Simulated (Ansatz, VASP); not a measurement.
**Sr2B2C: VASP beside Ansatz**

The input INCAR:

```
SYSTEM = Sr2B2C
PREC = Accurate ; ENCUT = 600
EDIFF = 1E-7 ; ISMEAR = 0
SIGMA = 0.1 ; LREAL = .False.
LASPH = .True. ; NELM = 100
ALGO = Normal ; ISIF = 3
LWAVE = .False. ; LCHARG = .False.
GGA = PE ; IBRION = 2
NSW = 90 ; EDIFFG = -0.04
```

KPOINTS

```
regular mesh
0
Gamma
  4 4 4
  0 0 0
```

The input POSCAR:

```
Sr2B2C
1.0
    3.7890309600      0.0000000000      0.0000000000
    0.0000000000      3.7890309600      0.0000000000
    0.0000000000      0.0000000000      5.2466718300
Sr B C
2 2 1
Direct
    0.0000000000      0.0000000000      0.0000000000
    0.0000000000      0.0000000000      0.5000000000
    0.5000000000      0.0000000000      0.0000000000
    0.0000000000      0.5000000000      0.0000000000
    0.5000000000      0.5000000000      0.0000000000
```

Input for Ansatz:

```yaml
crystal:
  lattice:
    - [3.78903096, 0.0, 0.0]
    - [0.0, 3.78903096, 0.0]
    - [0.0, 0.0, 5.24667183]
  atoms:
    - { symbol: Sr, position: [0.0, 0.0, 0.0] }
    - { symbol: Sr, position: [0.0, 0.0, 0.5] }
    - { symbol: B, position: [0.5, 0.0, 0.0] }
    - { symbol: B, position: [0.0, 0.5, 0.0] }
    - { symbol: C, position: [0.5, 0.5, 0.0] }
basis:
  ecutwfc: 420
kpoints:
  mp_grid: { grid: [4, 4, 4] }
hamiltonian:
  xc: pbe
scf:
  occupations: { method: gaussian, width: 0.1 }
  lower_state_search: "off"
output:
  forces: true
  stress: true
  eigenvalues: true
relax:
  adjacent_minimum: "off"
  f_tol: 0.04
  max_steps: 70
  cell: { stress_tol: 0.4 }
```

Alike in both runs: task relaxation of cell and atoms; functional PBE; k mesh 4 × 4 × 4; occupations gaussian, width 0.1 eV; no spin polarisation.

|  | VASP | Ansatz |
| --- | --- | --- |
| version | VASP 6.6.1 | Ansatz 0.2.0 |
| potentials or method | VASP PAW PBE potentials, release 64 (Sr_sv, B, C) | scalar-relativistic, plane waves, PAW |
| plane-wave cutoff (eV) | 600 | 420 |
| valence electrons in the cell | 30 | 30 |

```tsv
	VASP	Ansatz	Ansatz less VASP
gap on the k mesh at the Fermi level, each at its own relaxed structure (eV)	none	none	-
relaxed volume (Å³/atom)	26.58	26.31	-0.273
relaxed cell length with the largest relative difference (Å)	6.430	6.400	-0.0301
energy change over the relaxation (meV/atom)	-647	-607	+39.4
```

A gap of «none» marks a metal or a gap that the smearing closes.

Caveats: the k mesh is coarse (spacing up to 0.41 Å⁻¹), so the values aren't converged; the volume moved by over 15 % at a fixed basis, so the end points are rough.
